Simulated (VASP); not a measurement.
For cubic NaF (rock salt), VASP with PBEsol GGA, VASP's PBE PAW potentials (set 64) gives ε∞ = 1.88, a static ε₀ = 5.20 and a transverse optical mode at 241 cm⁻¹.

**Question.** Estimate the longitudinal optical frequency at Γ.

**Answer.** By the Lyddane-Sachs-Teller relation, ω_LO = ω_TO √(ε₀/ε∞) = 241 × √(5.20/1.88) = 401 cm⁻¹.

Measured: ε∞ 1.74 at 297 K (computed value off by +8.2 %), as given by H. H. Li, Journal of Physical and Chemical Reference Data (1976), doi:10.1063/1.555536 [long-wavelength limit of the electronic terms of a dispersion formula fitted to measured refractive indices over 0.15-17.0 um; lattice terms left out].

The compound is NaF in the rock salt structure. The cell was not relaxed at this level.
